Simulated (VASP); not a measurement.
Given:

```
CsCl
1.0
    4.12000     0.00000     0.00000
    0.00000     4.12000     0.00000
    0.00000     0.00000     4.12000
Cs Cl
1 1
Direct
  0.00000   0.00000   0.00000
  0.50000   0.50000   0.50000
```

Computed with PBE GGA, VASP's PBE PAW potentials (set 64) (plane waves; VASP). Settings: 300 eV cut-off, 8×8×8 Γ-centred mesh, Fermi-Dirac smearing of 0.050 eV, potentials Cs_sv Cl.

Unless said otherwise, spin-orbit coupling is left out, though it shifts the bands of the heavy elements here.

Problem. Give the energies of bands 3 to 11 at the high-symmetry points, in eV from the valence-band maximum.

Solution. 
```json
[
 {"band": "3", "Γ": "-5.87", "X": "-6.40", "M": "-6.64", "R": "-6.40"},
 {"band": "4", "Γ": "-5.87", "X": "-5.72", "M": "-6.64", "R": "-6.40"},
 {"band": "5", "Γ": "-5.87", "X": "-5.72", "M": "-5.63", "R": "-6.40"},
 {"band": "6", "Γ": "0.00", "X": "-1.17", "M": "-0.43", "R": "-1.10"},
 {"band": "7", "Γ": "0.00", "X": "-0.24", "M": "-0.43", "R": "-1.10"},
 {"band": "8", "Γ": "0.00", "X": "-0.24", "M": "-0.06", "R": "-1.10"},
 {"band": "9", "Γ": "5.27", "X": "6.41", "M": "5.95", "R": "8.50"},
 {"band": "10", "Γ": "5.39", "X": "7.62", "M": "6.03", "R": "8.50"},
 {"band": "11", "Γ": "5.39", "X": "8.90", "M": "7.99", "R": "8.50"}
]
```

The gap is direct, 5.27 eV, from the valence maximum at Γ to the conduction minimum at Γ.

The structure is a typed CsCl crystal (Pm-3m). The cell was not relaxed at this level.
